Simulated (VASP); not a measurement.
Output of a VASP run:

OSZICAR:
```
...
DAV:   6    -0.436943260186E+02    0.54420E-05   -0.41272E-06  1684   0.258E-02    0.808E-04
DAV:   7    -0.436943284071E+02   -0.23884E-05   -0.62405E-07  1332   0.777E-03    0.533E-04
DAV:   8    -0.436943282039E+02    0.20310E-06   -0.14995E-08   774   0.197E-03    0.295E-04
DAV:   9    -0.436943282149E+02   -0.10942E-07   -0.31416E-08   678   0.238E-03
   4 F= -.39686931E+02 E0= -.39686931E+02  d E =-.144289E+00
       N       E                     dE             d eps       ncg     rms          rms(c)
DAV:   1    -0.436894097480E+02    0.49185E-02   -0.68821E-03  1620   0.202E+00    0.134E-01
DAV:   2    -0.436890672047E+02    0.34254E-03   -0.86346E-04  1928   0.761E-01    0.660E-02
DAV:   3    -0.436889392427E+02    0.12796E-03   -0.19831E-04  2068   0.374E-01    0.115E-02
DAV:   4    -0.436889532518E+02   -0.14009E-04   -0.36294E-05  1320   0.621E-02    0.107E-02
DAV:   5    -0.436889510366E+02    0.22153E-05   -0.13646E-06  1916   0.122E-02    0.797E-03
DAV:   6    -0.436889455754E+02    0.54611E-05   -0.41988E-06  1684   0.260E-02    0.803E-04
DAV:   7    -0.436889479926E+02   -0.24172E-05   -0.63270E-07  1332   0.781E-03    0.532E-04
DAV:   8    -0.436889477905E+02    0.20210E-06   -0.15259E-08   774   0.199E-03    0.293E-04
DAV:   9    -0.436889478065E+02   -0.15957E-07   -0.31874E-08   678   0.239E-03
   5 F= -.39686888E+02 E0= -.39686888E+02  d E =-.144246E+00
       N       E                     dE             d eps       ncg     rms          rms(c)
DAV:   1    -0.437003582601E+02   -0.11410E-01   -0.41302E-02  1908   0.395E+00    0.255E-01
DAV:   2    -0.436992675510E+02    0.10907E-02   -0.49954E-03  1930   0.148E+00    0.121E-01
DAV:   3    -0.436988677873E+02    0.39976E-03   -0.78094E-04  2312   0.717E-01    0.237E-02
DAV:   4    -0.436988333821E+02    0.34405E-04   -0.28839E-04  1372   0.172E-01    0.150E-02
DAV:   5    -0.436988910903E+02   -0.57708E-04   -0.32560E-05  1380   0.601E-02    0.129E-02
DAV:   6    -0.436988643515E+02    0.26739E-04   -0.99594E-06  1434   0.354E-02    0.406E-03
DAV:   7    -0.436988920160E+02   -0.27665E-04   -0.68583E-06  1320   0.310E-02    0.883E-04
DAV:   8    -0.436988895630E+02    0.24530E-05   -0.28696E-07  1434   0.559E-03    0.300E-04
DAV:   9    -0.436988901944E+02   -0.63142E-06   -0.14139E-08   774   0.160E-03    0.145E-04
DAV:  10    -0.436988902175E+02   -0.23089E-07   -0.64080E-09   660   0.878E-04
   6 F= -.39686889E+02 E0= -.39686889E+02  d E =-.819230E-06
       N       E                     dE             d eps       ncg     rms          rms(c)
DAV:   1    -0.436943294648E+02    0.45607E-02   -0.10390E-02  1908   0.198E+00    0.128E-01
DAV:   2    -0.436940648811E+02    0.26458E-03   -0.12639E-03  1930   0.746E-01    0.609E-02
DAV:   3    -0.436939548585E+02    0.11002E-03   -0.19568E-04  2304   0.358E-01    0.120E-02
DAV:   4    -0.436939612387E+02   -0.63802E-05   -0.71726E-05  1372   0.860E-02    0.716E-03
DAV:   5    -0.436939651381E+02   -0.38994E-05   -0.86423E-06  1376   0.311E-02    0.612E-03
DAV:   6    -0.436939675984E+02   -0.24603E-05   -0.23434E-06  1434   0.171E-02    0.219E-03
DAV:   7    -0.436939647656E+02    0.28329E-05   -0.14872E-06  1320   0.144E-02    0.318E-04
DAV:   8    -0.436939661699E+02   -0.14044E-05   -0.57639E-08   990   0.269E-03    0.129E-04
DAV:   9    -0.436939657663E+02    0.40359E-06   -0.78945E-09   678   0.112E-03    0.823E-05
DAV:  10    -0.436939658370E+02   -0.70683E-07   -0.25157E-09   660   0.690E-04
   7 F= -.39686963E+02 E0= -.39686963E+02  d E =-.747213E-04
```

### OUTCAR
```
------------------------ aborting loop because EDIFF is reached ----------------------------------------
  FORCE on cell =-STRESS in cart. coord.  units (eV):
  Direction    XX          YY          ZZ          XY          YZ          ZX
  --------------------------------------------------------------------------------------
  Total        3.9889658      3.9889657      4.0289204      0.0000000     -0.0000000      0.0000000
  in kB      149.3247862    149.3247819    150.8204662      0.0000000     -0.0000000      0.0000000
  external PRESSURE =      -0.1766552 kB  Pullay stress =     150.0000000 kB
  volume of cell :       42.80
      direct lattice vectors                 reciprocal lattice vectors
     1.559766345 -2.701594518  0.000000000     0.320560834 -0.185075886  0.000000000
     1.559766345  2.701594518  0.000000000     0.320560834  0.185075886 -0.000000000
     0.000000000  0.000000000  5.078427870     0.000000000  0.000000000  0.196911333
  FREE ENERGIE OF THE ION-ELECTRON SYSTEM (eV)
  ---------------------------------------------------
  free  energy   TOTEN  =       -43.6939658370 eV

  energy  without entropy=      -43.6939658370  energy(sigma->0) =      -43.69396584
  enthalpy is  TOTEN    =       -39.6869627912 eV   P V=        4.0070030458

 reached required accuracy - stopping structural energy minimisation
```
(Selected blocks of OUTCAR.)

File POSCAR:
```
GaN
1
    1.5945742488    -2.7618835774     0.0000000000
    1.5945742488     2.7618835774    -0.0000000000
    0.0000000000     0.0000000000     5.1906563632
Ga N
2 2
Direct
  0.6666670000   0.3333330000   0.5000958380
  0.3333330000   0.6666670000   0.0000958380
  0.6666670000   0.3333330000   0.8769041620
  0.3333330000   0.6666670000   0.3769041620
```

Reconstruct the remaining input files.

One answer among several that fit: the input of the run itself, r2SCAN meta-GGA, plane waves, VASP's PBE PAW potentials (set 64).

### KPOINTS
```
K-points
0
gamma
8 8 4
0 0 0
```

INCAR:
```
ISMEAR=0   # Gaussian
LASPH=T
SIGMA=0.05
PSTRESS=150   # kbar
LMIXTAU=T
METAGGA=R2SCAN
PREC=Accurate
LMAXMIX=4   # l cut-off of mixed one-centre charges
ALGO=Normal
LWAVE=F
IBRION=2
ISIF=3   # ions, shape and volume
EDIFF=1E-7   # SCF stop (eV)
ENCUT=600   # plane-wave cut-off (eV)
EDIFFG=-0.01
NSW=40   # most ionic steps
LREAL=F   # projection in real space or not
SYSTEM=GaN
LCHARG=F
NELM=100   # most electronic steps
```

POTCAR, in this order: Ga_d N (PBE.64 set). Program: vasp_std.

Energy and stress use the plane-wave basis of the starting cell.

The compound is GaN in the wurtzite structure. This run relaxes it under an external pressure of 15 GPa. Symmetry was kept, so distortions that lower it aren't found.
